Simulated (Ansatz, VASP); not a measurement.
**Two plane-wave programs on Al3BP2**

```
Al B P
1.0
     3.89454    0.00000    0.00000
    -1.94727    3.37277    0.00000
     0.00000    0.00000    7.84307
Al B P
3 1 2
Direct
  0.66667 0.33333 0.73142
  0.66667 0.33333 0.26858
  0.33333 0.66667 0.00000
  0.66667 0.33333 0.50000
  0.66667 0.33333 0.00000
  0.00000 0.00000 0.00000
```

Alike in both runs: task relaxation of cell and atoms; functional PBE; k mesh 6 × 6 × 2; occupations gaussian, width 0.1 eV; no spin polarisation.

```csv
,VASP,Ansatz
version,VASP 6.6.1,Ansatz 0.2.0
potentials or method,"VASP PAW PBE potentials, release 64 (Al, B, P)","scalar-relativistic, plane waves, PAW"
plane-wave cutoff (eV),600,420
valence electrons in the cell,22,22
```

|  | VASP | Ansatz | Ansatz less VASP |
| --- | --- | --- | --- |
| gap on the k mesh at the Fermi level, each at its own relaxed structure (eV) | none | none | - |
| relaxed volume (Å³/atom) | 24.94 | 24.89 | -0.046 |
| relaxed cell length with the largest relative difference (Å) | 8.824 | 8.815 | -0.0091 |
| energy change over the relaxation (meV/atom) | -543 | -549 | -6.0 |

A gap of «none» marks a metal or a gap that the smearing closes.

Caveats: the k mesh is coarse (spacing up to 0.40 Å⁻¹), so the values aren't converged; the volume moved by over 15 % at a fixed basis, so the end points are rough (VASP).
